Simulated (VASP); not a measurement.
Here is the system:

```
CELL_PARAMETERS angstrom
      2.73000     0.00000     0.00000
     -1.36500     2.36425     0.00000
      0.00000     0.00000     4.32000
ATOMIC_POSITIONS crystal
  Os 0.66667 0.33333 0.75000
  Os 0.33333 0.66667 0.25000
```

Calculation: PBE GGA, VASP's PBE PAW potentials (set 64) (plane waves; VASP). Numerical set-up: 480 eV cut-off, 14×14×8 Γ-centred mesh, first-order Methfessel-Paxton smearing of 0.10 eV, potentials Os.

Energy and stress use the plane-wave basis of the starting cell.

The ions, cell shape and volume are relaxed. Predict the relaxed structure.

```
CELL_PARAMETERS angstrom
      2.75542     0.00000     0.00000
     -1.37771     2.38627     0.00000
      0.00000     0.00000     4.34160
ATOMIC_POSITIONS crystal
  Os 0.66667 0.33333 0.75000
  Os 0.33333 0.66667 0.25000
```
Space group P6_3/mmc (194), at a tolerance of 0.03 Å.

How do energy and volume change from the first to the last step?

The energy (σ→0) changes by -10.3 meV/atom and the volume by +2.4 %, in 6 ionic steps.

The compound is Os in the hcp structure. This run relaxes it. Symmetry was kept, so distortions that lower it aren't found.
